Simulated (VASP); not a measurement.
An input for Quantum ESPRESSO's pw.x (written as the equivalent of a VASP run, and not itself run):

```
&CONTROL
  calculation = 'vc-relax'
  pseudo_dir = './pseudo'
  outdir = './out'
  tprnfor = .true.
  tstress = .true.
  nstep = 60
  forc_conv_thr = 0.00078
/
&SYSTEM
  ibrav = 0
  nat = 3
  ntyp = 2
  ecutwfc = 68
  occupations = 'smearing'
  smearing = 'gaussian'
  degauss = 0.003675
  input_dft = 'vdw-df-ob86'
/
&ELECTRONS
  conv_thr = 7.3e-08
  electron_maxstep = 100
/
&IONS
/
&CELL
/
ATOMIC_SPECIES
  Sr 87.620 Sr.upf
  Cl 35.450 Cl.upf
CELL_PARAMETERS angstrom
     0.0000000    3.4604136    3.4604136
     3.4604136    0.0000000    3.4604136
     3.4604136    3.4604136   -0.0000000
ATOMIC_POSITIONS crystal
  Sr   1.0000000  0.0000000  1.0000000
  Cl   0.2500000  0.2500000  0.2500000
  Cl   0.7500000  0.7500000  0.7500000
K_POINTS automatic
  5 5 5 0 0 0
```

Q: Translate this input to VASP (INCAR, KPOINTS, POSCAR, choice of POTCAR).

A: One answer among several that fit: 
### KPOINTS
```
Automatic
0
Gamma
  5 5 5
```

POSCAR:
```
SrCl2
1.0
  0.0000000000   3.4604136047   3.4604136047
  3.4604136047   0.0000000000   3.4604136047
  3.4604136047   3.4604136047   0.0000000000
Sr Cl
1 2
Cartesian
  3.4604136047   6.9208272094   3.4604136047
  1.7302068023   1.7302068023   1.7302068023
  5.1906204070   5.1906204070   5.1906204070
```

INCAR:
```
! general
SYSTEM   = SrCl2
PREC     = Accurate
ENCUT    = 520
LREAL    = .FALSE.
LASPH    = .TRUE.

! electronic loop
EDIFF    = 1E-6
NELM     = 100
ALGO     = Normal
LMAXMIX  = 4

! smearing
ISMEAR   = 0
SIGMA    = 0.05

! functional
GGA      = MK
LUSE_VDW = .TRUE.
AGGAC    = 0.0
PARAM1   = 0.1234
PARAM2   = 1.0

! ions
IBRION   = 2
NSW      = 60
ISIF     = 3
EDIFFG   = -0.02

! output
LWAVE    = .FALSE.
LCHARG   = .FALSE.
```

POTCAR, in this order: Sr_sv Cl (PBE.64 set). Program: vasp_std.

The two are equivalent in intent, not identical: the potentials are each code's own (VASP's PAW set, PseudoDojo norm-conserving files in pw.x), so ENCUT and ecutwfc are chosen apart and not converted; conv_thr bounds pw.x's estimated SCF error, while EDIFF bounds the energy change between steps; forc_conv_thr acts on force components and is met together with etot_conv_thr.

The compound is SrCl2 in the fluorite structure. This run relaxes it. Symmetry was kept, so distortions that lower it aren't found. The start is the result of an earlier pass.
